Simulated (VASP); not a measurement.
Data:

```
CELL_PARAMETERS angstrom
      0.00000     3.54463     3.54463
      3.54463     0.00000     3.54463
      3.54463     3.54463     0.00000
ATOMIC_POSITIONS crystal
  K  0.00000 0.00000 0.00000
  I  0.50000 0.50000 0.50000
```

These are r2SCAN meta-GGA, VASP's PBE PAW potentials (set 64) (plane waves; VASP) values and carry that method's errors. Settings: 520 eV cut-off, 7×7×7 Γ-centred mesh, tetrahedra with Blöchl corrections, potentials K_sv I.

Unless said otherwise, spin-orbit coupling is left out, though it shifts the bands of the heavy elements here.

Q: Estimate the energy per atom (σ→0), band gap (over mesh and band path) with the smallest direct gap where there is one.

A: 
```json
{
  "band gap (over mesh and band path)": "4.58 eV",
  "smallest direct gap (over mesh and band path)": "4.58 eV",
  "energy per atom (σ→0)": "-16.992 eV/atom"
}
```

Only differences to runs with the same potentials and settings are physical.

The compound is KI in the rock salt structure. It was relaxed first.
